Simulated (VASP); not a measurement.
Level of theory: AM05 GGA, VASP's PBE PAW potentials (set 64) (plane waves; VASP).

VASP ran on this input.

INCAR:
```
# general
SYSTEM   =  Tl
PREC     =  Accurate
ENCUT    =  520
LREAL    =  .FALSE.
LASPH    =  .TRUE.

# electronic loop
EDIFF    =  1E-7
NELM     =  100
ALGO     =  Normal
LMAXMIX  =  4

# smearing
ISMEAR   =  -5

# functional
GGA      =  AM

# ions
ISIF     =  2

# output
LWAVE    =  .FALSE.
LCHARG   =  .TRUE.
LORBIT   =  11
NEDOS    =  601
```

**KPOINTS**
```
Automatic mesh
0
Gamma
14 14 8
0 0 0
```

POSCAR:
```
Tl
1.0
  1.7304374875  -2.9972057506   0.0000000000
  1.7304374875   2.9972057506   0.0000000000
  0.0000000000   0.0000000000   5.5775080444
Tl
2
Direct
  0.3333330000   0.6666670000   0.2500000000
  0.6666670000   0.3333330000   0.7500000000
```

POTCAR, in this order: Tl_d (PBE.64 set). Program: vasp_std.

What VASP printed:

OSZICAR:
```
       N       E                     dE             d eps       ncg     rms          rms(c)
DAV:   1     0.128557703072E+03    0.12856E+03   -0.14552E+04  4088   0.145E+03
DAV:   2    -0.246313154671E+01   -0.13102E+03   -0.12968E+03  4329   0.298E+02
DAV:   3    -0.467406395733E+01   -0.22109E+01   -0.22037E+01  4912   0.343E+01
DAV:   4    -0.468681695234E+01   -0.12753E-01   -0.12775E-01  4518   0.260E+00
DAV:   5    -0.468695652527E+01   -0.13957E-03   -0.13978E-03  4699   0.287E-01    0.294E+00
DAV:   6    -0.464198610119E+01    0.44970E-01   -0.87407E-02  4292   0.252E+00    0.206E+00
DAV:   7    -0.463417084020E+01    0.78153E-02   -0.38710E-02  4310   0.167E+00    0.700E-01
DAV:   8    -0.463357468152E+01    0.59616E-03   -0.30400E-03  4201   0.466E-01    0.376E-02
DAV:   9    -0.463358205987E+01   -0.73784E-05   -0.17314E-05  4894   0.404E-02    0.116E-02
DAV:  10    -0.463358875631E+01   -0.66964E-05   -0.68231E-06  4259   0.251E-02    0.176E-03
DAV:  11    -0.463358919502E+01   -0.43871E-06   -0.43988E-07  4517   0.530E-03    0.779E-04
DAV:  12    -0.463358931432E+01   -0.11930E-06   -0.38524E-08  2236   0.181E-03    0.119E-04
DAV:  13    -0.463358932092E+01   -0.65975E-08   -0.11322E-09  2185   0.295E-04
   1 F= -.46335893E+01 E0= -.46335893E+01  d E =0.000000E+00
```

**OUTCAR**
```
------------------------ aborting loop because EDIFF is reached ----------------------------------------
  FORCE on cell =-STRESS in cart. coord.  units (eV):
  Direction    XX          YY          ZZ          XY          YZ          ZX
  --------------------------------------------------------------------------------------
  Total        0.1005404      0.1005404     -0.1128592     -0.0000000     -0.0000000     -0.0000000
  in kB        2.7842516      2.7842518     -3.1253950     -0.0000000     -0.0000000     -0.0000000
  external PRESSURE =       0.8143695 kB  Pullay stress =       0.0000000 kB
  volume of cell :       57.86
      direct lattice vectors                 reciprocal lattice vectors
     1.730437487 -2.997205751  0.000000000     0.288944272 -0.166822047  0.000000000
     1.730437487  2.997205751  0.000000000     0.288944272  0.166822047  0.000000000
     0.000000000  0.000000000  5.577508044     0.000000000  0.000000000  0.179291539
 POSITION                                       TOTAL-FORCE (eV/Angst)
 -----------------------------------------------------------------------------------
      1.73044      0.99907      1.39438        -0.000000      0.000000      0.000000
      1.73044     -0.99907      4.18313         0.000000     -0.000000      0.000000
 -----------------------------------------------------------------------------------
    total drift:                                0.000000      0.000458      0.000008
  FREE ENERGIE OF THE ION-ELECTRON SYSTEM (eV)
  ---------------------------------------------------
  free  energy   TOTEN  =        -4.6335893209 eV

  energy  without entropy=       -4.6335893209  energy(sigma->0) =       -4.63358932

 total charge

# of ion       s       p       d       tot
------------------------------------------
    1        1.179   0.384   9.641  11.204
    2        1.179   0.384   9.641  11.204
--------------------------------------------------
tot          2.358   0.769  19.282  22.408
```
(Selected blocks of OUTCAR.)

For a metal the tetrahedron method with Blöchl corrections gives inexact stress and forces.

The compound is Tl in the hcp structure. It was relaxed first.
